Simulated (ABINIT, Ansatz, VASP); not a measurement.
## Code comparison for BaHfO3 (Pm-3m, 5 atoms in the cell)

Self-consistent single point, at a second geometry (lattice scaled by 0.98). First geometry:

```xyz
5
Lattice="4.1700 0.0000 0.0000 0.0000 4.1700 0.0000 0.0000 0.0000 4.1700" Properties=species:S:1:pos:R:3 pbc="T T T"
Ba     0.0000     0.0000     0.0000
Hf     2.0850     2.0850     2.0850
O      2.0850     0.0000     2.0850
O      0.0000     2.0850     2.0850
O      2.0850     2.0850     0.0000
```

Shared settings, as Ansatz (a program for electronic structure) writes them: kpoints.mp_grid.grid = 8 8 8; scf.occupations.method = fermi_dirac; scf.occupations.width = 0.01 eV. Potentials and cutoffs stand in the table.

| code | model | ΔF from the first geometry (meV/atom) | pressure (GPa) | gap on the mesh (eV) | cutoff |
|---|---|---|---|---|---|
| VASP | PBE, VASP's PBE PAW potentials (set 64) | 49.9 | 11.61 | 3.705 | 400 eV |
| ABINIT | PBE, PAW (JTH v2.0 PBE PAW) | 51.1 | 15.63 | 3.711 | 653 eV |
| Ansatz | PBE, default PAW files | 52.9 | 15.71 | 3.786 | 420 eV |

For VASP (by 3.7 GPa) the energy change implies a higher mean pressure, against the two pressures, than for the other programs: a sign of finite-basis (Pulay) stress.

Gaps are read on the mesh.

On Ansatz's run: spin-orbit coupling is off.

The spread over the programs that give each value: ΔF from the first geometry within 3.0 meV/atom; pressure within 4.10 GPa; gap on the mesh within 0.081 eV.

Ansatz's pressure is given at a fixed set of plane waves, as the other plane-wave codes print theirs; with its correction for the finite basis it is 16.25 GPa (the shift of 0.54 GPa shows how far the cutoff is from converged). In the pressure, VASP (by 4.02) lies more than 1 GPa from the median of the plane-wave programs.

VASP's run is marked for a possible Pulay error in its stress at this cutoff; no cutoff test was made.

The starting cell has typed, rounded lattice constants, without a prior relaxation at this level. For this run, on top of that: lattice scaled by 0.98.

Left out of this page: Quantum ESPRESSO, GPAW, CP2K, FLEUR and SIESTA (not drawn, or without a comparable value).

Keys are those of Ansatz 0.2.
